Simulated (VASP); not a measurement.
Level of theory: PBE GGA + U (Dudarev), VASP's PBE PAW potentials (set 64) (plane waves; VASP).

VASP input:

File POSCAR:
```
CoGa
1
    2.8800000000     0.0000000000     0.0000000000
    0.0000000000     2.8800000000     0.0000000000
    0.0000000000     0.0000000000     2.8800000000
Ga Co
1 1
Direct
  0.5000000000   0.5000000000   0.5000000000
  0.0000000000   0.0000000000   0.0000000000
```

### KPOINTS
```
K-points
0
Gamma
  11 11 11
```

**INCAR**
```
ENCUT=400   # plane-wave cut-off (eV)
NELM=100
LCHARG=.False.
PREC=Accurate
SYSTEM=CoGa
LDAUL=-1 2
LDAUJ=0 0
LDAUU=0 4.0
ISIF=2
ISMEAR=1   # Methfessel-Paxton
LDAU=.True.
LASPH=.True.   # aspherical one-centre terms
LDAUTYPE=2
ALGO=Normal   # blocked Davidson
SIGMA=0.1
LDAUPRINT=1
GGA=PE   # PBE
LMAXMIX=4
LORBIT=10
LREAL=.False.
LWAVE=.False.
EDIFF=1E-6   # SCF stop (eV)
```

POTCAR, in this order: Ga_d Co (PBE.64 set). Program: vasp_std.

The run wrote:

### OSZICAR
```
       N       E                     dE             d eps       ncg     rms          rms(c)
DAV:   1     0.915815080381E+02    0.91582E+02   -0.93165E+03  1768   0.222E+03
DAV:   2    -0.300598876212E+01   -0.94587E+02   -0.92617E+02  1750   0.318E+02
DAV:   3    -0.732610815446E+01   -0.43201E+01   -0.43026E+01  1939   0.763E+01
DAV:   4    -0.738758310387E+01   -0.61475E-01   -0.61463E-01  2313   0.846E+00
DAV:   5    -0.738872733804E+01   -0.11442E-02   -0.11442E-02  2031   0.969E-01    0.774E+00
DAV:   6    -0.768411512062E+01   -0.29539E+00   -0.91840E+00  1783   0.424E+01    0.662E+00
DAV:   7    -0.694608112144E+01    0.73803E+00   -0.38403E+00  1764   0.306E+01    0.216E+00
DAV:   8    -0.695273473673E+01   -0.66536E-02   -0.18573E-01  2189   0.517E+00    0.491E-01
DAV:   9    -0.695843843736E+01   -0.57037E-02   -0.18437E-02  2355   0.208E+00    0.171E-01
DAV:  10    -0.696071983516E+01   -0.22814E-02   -0.38664E-03  2443   0.548E-01    0.857E-02
DAV:  11    -0.696138164019E+01   -0.66181E-03   -0.19610E-03  2559   0.373E-01    0.259E-02
DAV:  12    -0.696139099457E+01   -0.93544E-05   -0.10473E-04  2166   0.130E-01    0.695E-03
DAV:  13    -0.696139065074E+01    0.34384E-06   -0.64713E-06  1796   0.352E-02
   1 F= -.69613907E+01 E0= -.69615911E+01  d E =0.601230E-03
```

OUTCAR:
```
------------------------ aborting loop because EDIFF is reached ----------------------------------------
  FORCE on cell =-STRESS in cart. coord.  units (eV):
  Direction    XX          YY          ZZ          XY          YZ          ZX
  --------------------------------------------------------------------------------------
  Total       -0.8966589     -0.8966589     -0.8966589     -0.0000000     -0.0000000      0.0000000
  in kB      -60.1395788    -60.1395788    -60.1395788     -0.0000000     -0.0000000      0.0000000
  external PRESSURE =     -60.1395788 kB  Pullay stress =       0.0000000 kB
  volume of cell :       23.89
      direct lattice vectors                 reciprocal lattice vectors
     2.880000000  0.000000000  0.000000000     0.347222222  0.000000000  0.000000000
     0.000000000  2.880000000  0.000000000     0.000000000  0.347222222  0.000000000
     0.000000000  0.000000000  2.880000000     0.000000000  0.000000000  0.347222222
 POSITION                                       TOTAL-FORCE (eV/Angst)
 -----------------------------------------------------------------------------------
      1.44000      1.44000      1.44000         0.000000      0.000000      0.000000
      0.00000      0.00000      0.00000         0.000000      0.000000      0.000000
 -----------------------------------------------------------------------------------
    total drift:                               -0.000000      0.000000      0.000000
  FREE ENERGIE OF THE ION-ELECTRON SYSTEM (eV)
  ---------------------------------------------------
  free  energy   TOTEN  =        -6.9613906507 eV

  energy  without entropy=       -6.9619918803  energy(sigma->0) =       -6.96159106

 total charge

# of ion       s       p       d       tot
------------------------------------------
    1        0.841   0.851  10.050  11.742
    2        0.371   0.441   7.658   8.471
--------------------------------------------------
tot          1.212   1.293  17.708  20.213
```
(Selected blocks of OUTCAR.)

The compound is CoGa in the CsCl type structure. The cell was not relaxed at this level. The run is one of a series of settings (LDAU = .TRUE., LDAUJ = 0 0, LDAUL = -1 2, LDAUTYPE = 2, LDAUU = 0 4.0 against the base run), some of them coarse on purpose. The run is not spin-polarised, so no magnetic state was tried.
